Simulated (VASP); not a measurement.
```xyz
8
Lattice="5.3357 0.0000 0.0000 0.0000 5.3357 0.0000 0.0000 0.0000 3.9182" Properties=species:S:1:pos:R:3 pbc="T T T"
W      2.6679     0.0000     3.6831
W      0.0000     2.6679     0.2350
O      2.6679     0.0000     1.9116
O      0.0000     2.6679     2.0066
O      1.3339     1.3339     3.9182
O      1.3339     4.0018     0.0000
O      4.0018     4.0018     3.9182
O      4.0018     1.3339     3.9182
```

These are PBEsol GGA, VASP's PBE PAW potentials (set 64) (plane waves; VASP) values and carry that method's errors. Numerical set-up: 520 eV cut-off, Gaussian smearing of 0.050 eV, potentials W_sv O.

Unless said otherwise, spin-orbit coupling is left out, though it shifts the bands of the heavy elements here.

Q: Estimate the band gap (along the path) with the smallest direct gap where there is one.

A: 
```json
{
  "band gap (along the path)": "0.53 eV",
  "smallest direct gap (along the path)": "0.54 eV"
}
```

Only differences to runs with the same potentials and settings are physical.

The structure comes from a computed database's WO3 entry (P4/nmm); how it stands against other phases isn't given here. It was relaxed first.
